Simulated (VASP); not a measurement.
Data:

```xyz
3
Lattice="2.3054 -3.9932 0.0000 2.3054 3.9932 0.0000 0.0000 0.0000 5.9144" Properties=species:S:1:pos:R:3 pbc="T T T"
Te     0.5866     1.0160     3.9429
Te     3.4377     0.0000     0.0000
Te     0.5866    -1.0160     1.9715
```

Method: r2SCAN meta-GGA, VASP's PBE PAW potentials (set 64) (plane waves; VASP). Numerical set-up: 480 eV cut-off, 6×6×4 Γ-centred mesh, Gaussian smearing of 0.050 eV, potentials Te.

Unless said otherwise, spin-orbit coupling is left out, though it shifts the bands of the heavy elements here.

Each row applies one change to this cell, which was relaxed at other settings and keeps the small stress of the first row; at a fixed cut-off the stress holds a Pulay part, so it need not integrate to ΔE exactly. Stress is in GPa, positive when the cell is compressed; gaps are those on the k-mesh, and 0.00 means metallic.

| change | ΔE (meV/atom) | σxx | σyy | σzz | largest shear component, with its sign (GPa) | largest force (eV/Å) | gap (eV) |
|---|---|---|---|---|---|---|---|
| none | 0.0 | 0.01 | 0.01 | -0.03 | 0.00 | 0.007 | 0.54 |
| biaxial strain of -2.0 % in the xy plane | 6.8 | 1.52 | 1.52 | 1.87 | 0.00 | 0.260 | 0.41 |
| isotropic strain of -1.0 % | 4.8 | 1.23 | 1.23 | 1.90 | 0.00 | 0.215 | 0.54 |
| shear strain γ_xy = -3.0 % | 1.6 | 0.03 | 0.03 | -0.01 | -0.62 | 0.130 | 0.51 |
| isotropic strain of +0.5 % | 1.1 | -0.53 | -0.53 | -0.89 | 0.00 | 0.091 | 0.53 |
| atom 1 (Te) moved by -0.025 Å along z | 0.6 | -0.08 | 0.12 | -0.02 | 0.25 | 0.147 | 0.52 |
| biaxial strain of -2.0 % in the xz plane | 11.0 | 2.12 | 1.40 | 2.97 | -0.51 | 0.367 | 0.59 |
| biaxial strain of +1.5 % in the xy plane with the ions relaxed | 1.2 | -0.35 | -0.35 | -0.50 | 0.00 | 0.001 | 0.62 |

Failed runs are left out, and for metals the shear rows, which the mesh's noise covers.

The compound is Te in the trig structure.
